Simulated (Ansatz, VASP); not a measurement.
# Be3SbN: VASP beside Ansatz

```
Be Sb N
1.0
     3.78824    0.00000    0.00000
     0.00000    3.78824    0.00000
     0.00000    0.00000    3.78824
Be Sb N
3 1 1
Direct
  0.00000 0.50000 0.50000
  0.50000 0.50000 0.00000
  0.50000 0.00000 0.50000
  0.00000 0.00000 0.00000
  0.50000 0.50000 0.50000
```

Alike in both runs: functional PBE; k mesh 10 × 10 × 10; occupations fermi-dirac, width 0.15 eV; no spin polarisation.

Ansatz relaxed the structure, and its values are those at the end. VASP's run is a single point on that final structure, the one shown.

```csv
,VASP,Ansatz
version,VASP 6.6.1,Ansatz 0.2.0
potentials or method,"VASP PAW PBE potentials, release 64 (Be, Sb, N)","scalar-relativistic, plane waves, PAW"
plane-wave cutoff (eV),520,420
valence electrons in the cell,16,26
```

VASP gave:

- gap on the k mesh at the Fermi level (eV): none
- pressure (GPa): 0.4

Task: Which values does Ansatz return?

Result: gap on the k mesh at the Fermi level (eV): none; pressure (GPa): 0.0.

A gap of «none» marks a metal or a gap that the smearing closes. The two sets of potentials don't hold the same shells in valence.

The runs have no spin-orbit coupling, so splittings on Sb are missing.
